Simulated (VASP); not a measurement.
Ta:

```
CELL_PARAMETERS angstrom
-1.65128 1.65128 1.65128
1.65128 -1.65128 1.65128
1.65128 1.65128 -1.65128
ATOMIC_POSITIONS crystal
Ta 0.00000 0.00000 0.00000
```

```yaml
Program: VASP 6.6.1
Task: relaxation of cell and atoms
Functional: PBE
Potentials_or_basis: VASP PAW PBE potentials, release 64 (Ta_pv)
Cutoff: 520 eV
k_mesh: 4 × 4 × 4
Occupations: gaussian, width 0.1 eV
Spin: no spin polarisation
```

At the start: pressure 3.3 GPa; volume 18.01 Å³/atom.

**Question.** How do energy, volume and symmetry change on relaxing?

**Answer.** Over 16 steps the energy falls by 2.7 meV/atom and the volume is 18.28 Å³/atom (+1.5 %); space group Im-3m (No. 229, to 0.05 Å).

Step by step:
| step | energy change (eV) | largest force (eV/Å) | pressure (GPa) | volume (Å³) |
| --- | --- | --- | --- | --- |
| 1 | 0.0000 | 0.0000 | 3.28 | 18.01 |
| 2 | 0.0145 | 0.0000 | -7.50 | 18.99 |
| 3 | -0.0027 | 0.0000 | -0.04 | 18.28 |
| 4 | -0.0027 | 0.0000 | 0.03 | 18.28 |
| 5 | -0.0027 | 0.0000 | 0.03 | 18.28 |
| 6 | -0.0027 | 0.0000 | 0.03 | 18.28 |
| 7 | -0.0027 | 0.0000 | 0.02 | 18.28 |
| 8 | -0.0027 | 0.0000 | 0.02 | 18.28 |
| 9 | -0.0027 | 0.0000 | 0.02 | 18.28 |
| 10 | -0.0027 | 0.0000 | 0.02 | 18.28 |
| 11 | -0.0027 | 0.0000 | 0.02 | 18.28 |
| 12 | -0.0027 | 0.0000 | 0.02 | 18.28 |
| 13 | -0.0027 | 0.0000 | 0.02 | 18.28 |
| 14 | -0.0027 | 0.0000 | 0.03 | 18.28 |
| 15 | -0.0027 | 0.0000 | 0.03 | 18.28 |
| 16 | -0.0027 | 0.0000 | 0.00 | 18.28 |

Final structure:
```
CELL_PARAMETERS angstrom
-1.65948 1.65948 1.65948
1.65948 -1.65948 1.65948
1.65948 1.65948 -1.65948
ATOMIC_POSITIONS crystal
Ta 0.00000 0.00000 0.00000
```

Caveat: the k mesh is coarse (spacing up to 0.67 Å⁻¹), so the values aren't converged.
